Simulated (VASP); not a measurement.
Re (hcp): the bulk modulus from VASP (plane waves, PAW) at several levels of theory. Static lattice, third-order Birch-Murnaghan fit over five volumes.

```tsv
level	bulk modulus (GPa)	error against measurement
LDA	413	+12.1 %
PBE	374	+1.3 %
RPBE	361	-2.0 %
AM05	407	+10.4 %
PBE-D4	394	+6.8 %
optB88-vdW	367	-0.4 %
SCAN	413	+12.1 %
r2SCAN	397	+7.7 %
```

Measured: 369 GPa at 0 K (as given by Vázquez-Parga, Fernández-Martínez, Viñes, J. Chem. Theory Comput. (2023), doi:10.1021/acs.jctc.3c00612, Supporting …; zero-point energy and finite temperature contributions removed).

The cell of the LDA run:

```yaml
crystal:
  lattice:
    - [1.36930, -2.37170, 0.00000]
    - [1.36930, 2.37170, 0.00000]
    - [0.00000, 0.00000, 4.43288]
  atoms:
    - { symbol: Re, position: [0.33333, 0.66667, 0.25000] }
    - { symbol: Re, position: [0.66667, 0.33333, 0.75000] }
```

Only levels that ran to the end are used. Left out are those held back, those with too coarse a band path, GW runs whose mesh misses a band edge, hybrids' fits of cells that aren't cubic and levels without matching references; a question may draw on a part of the rest.

The compound is Re in the hcp structure.
